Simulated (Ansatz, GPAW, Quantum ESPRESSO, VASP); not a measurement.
## One structure in several programs: Hf2Ge (P1, 6 atoms in the cell)

Self-consistent single point, at a second geometry (atoms moved at random). First geometry:

```
Hf2Ge
1.0
   -3.25803     3.25803     2.62054
    3.25803    -3.25803     2.62054
    3.25803     3.25803    -2.62054
Hf Ge
4 2
Direct
  0.34424   0.15576   0.50000
  0.65576   0.84424   0.50000
  0.15576   0.65576   0.81152
  0.84424   0.34424   0.18848
  0.25000   0.25000   0.00000
  0.75000   0.75000   0.00000
```

Second geometry:
```xyz
6
Lattice="-3.2580 3.2580 2.6205 3.2580 -3.2580 2.6205 3.2580 3.2580 -2.6205" Properties=species:S:1:pos:R:3 pbc="T T T"
Hf     0.9362     2.2125     0.0132
Hf     2.2309     1.0577     2.6600
Hf     4.2773     1.0497     0.0449
Hf    -0.9380     2.3005     2.6041
Ge    -0.0123    -0.0606     1.3131
Ge     0.0219    -0.0436     3.8469
```

Shared settings, as Ansatz (a quantum-chemistry and plane-wave program) writes them: kpoints.mp_grid.grid = 5 5 5; scf.occupations.method = gaussian; scf.occupations.width = 0.1 eV. Potentials and cutoffs stand in the table.

| code | model | ΔF from the first geometry (meV/atom) | pressure (GPa) | largest force (eV/Å) | cutoff |
|---|---|---|---|---|---|
| VASP | PBEsol, VASP's PBE PAW potentials (set 64) | 29.5 | 1.25 | 1.241 | 300 eV |
| GPAW | PBEsol, GPAW PAW datasets PBEsol (made by gpaw-setup) | 30.3 | 3.09 | 1.282 | 600 eV |
| Quantum ESPRESSO | PBEsol, PseudoDojo standard norm-conserving (PBESOL) pseudopotentials | 29.7 | 2.84 | 1.244 | 80 Ry |
| Ansatz | PBEsol, PAW files made with PBE | 29.7 | 2.35 | 1.244 | default |

Size of the force on each atom (eV/Å): Sizes of forces hide their directions.

```csv
code,Hf1,Hf2,Hf3,Hf4,Ge5,Ge6
VASP,0.682,0.702,0.964,0.787,0.682,1.241
GPAW,0.689,0.714,0.988,0.809,0.695,1.282
Quantum ESPRESSO,0.686,0.702,0.967,0.794,0.681,1.244
Ansatz,0.686,0.701,0.966,0.801,0.680,1.244
```

On Ansatz's run: spin-orbit coupling is off.

The spread over the programs that give each value: ΔF from the first geometry within 0.8 meV/atom; pressure within 1.84 GPa; largest force within 0.041 eV/Å.

Ansatz's pressure is given at a fixed set of plane waves, as the other plane-wave codes print theirs; with its correction for the finite basis it is 2.40 GPa. In the pressure, VASP (by 1.34) lies more than 1 GPa from the median of the plane-wave programs.

VASP's run is marked for a possible Pulay error in its stress at this cutoff; no cutoff test was made.

The starting cell comes from a database of computed structures (which also holds hypothetical and non-ambient phases and stackings), without a prior relaxation at this level. Its lattice was rescaled by a random factor within 2.5 % of one. For this run, on top of that: atoms moved at random.

Left out of this page: CP2K and SIESTA (not drawn, or without a comparable value).

Keys are those of Ansatz 0.2.
